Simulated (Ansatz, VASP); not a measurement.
**One calculation of Sn2Ir, two programs**

```
Sn Ir
1.0
     0.00000    3.01565    3.01565
     3.01565    0.00000    3.01565
     3.01565    3.01565    0.00000
Sn Ir
2 1
Direct
  0.75000 0.75000 0.75000
  0.25000 0.25000 0.25000
  0.00000 0.00000 0.00000
```

Alike in both runs: functional LDA; k mesh 10 × 10 × 10; occupations fermi-dirac, width 0.05 eV; no spin polarisation.

Ansatz relaxed the structure, and its values are those at the end. VASP's run is a single point on that final structure, the one shown.

```csv
,VASP,Ansatz
version,VASP 6.6.1,Ansatz 0.2.0
potentials or method,"VASP PAW LDA potentials, release 64 (Sn_d, Ir)","PAW with Ansatz's default frozen-core files, scalar-relativistic"
plane-wave cutoff (eV),520,420
valence electrons in the cell,37,45
```

```csv
,VASP,Ansatz,Ansatz less VASP
pressure (GPa),25.9,25.1,-0.76
```

The two sets of potentials don't hold the same shells in valence. Ansatz warned: «stress_scf_threshold_loose».

Caveats: so large a pressure means that the cell lies far from this level's equilibrium, or that cutoff or potentials fall short (VASP). Spin-orbit coupling is left out, which matters for the levels of Ir.
